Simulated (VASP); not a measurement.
Given:

```
CELL_PARAMETERS angstrom
      0.00000     3.20898     3.20898
      3.20898     0.00000     3.20898
      3.20898     3.20898     0.00000
ATOMIC_POSITIONS crystal
  Sn 0.00000 0.00000 0.00000
  S  0.75000 0.75000 0.75000
```

These are PBEsol GGA, VASP's PBE PAW potentials (set 64) (plane waves; VASP) values and carry that method's errors. Numerical set-up: 400 eV cut-off, Gaussian smearing of 0.050 eV, potentials Sn_d S.

Task: Give the energies of bands 7 to 13 at the high-symmetry points, in eV from the Fermi level.

Result: 
```
band      Γ      X      U      L      W
----  -----  -----  -----  -----  -----
7     -4.94  -7.59  -7.52  -7.32  -7.54
8     -2.58  -3.82  -4.32  -3.10  -4.14
9     -2.58  -3.82  -3.61  -3.10  -4.07
10    -2.58  -0.62  -0.48  -2.15   0.04
11     1.72  -0.06   1.20   2.43   1.97
12     1.72   4.62   3.62   2.43   1.97
13     1.72   4.62   3.89   3.22   4.29
```

It has no gap at this level: it comes out as a metal or semimetal.

The structure comes from a computed database's SnS entry (F-43m); how it stands against other phases isn't given here. It was relaxed first, which changed the volume by -5 %.
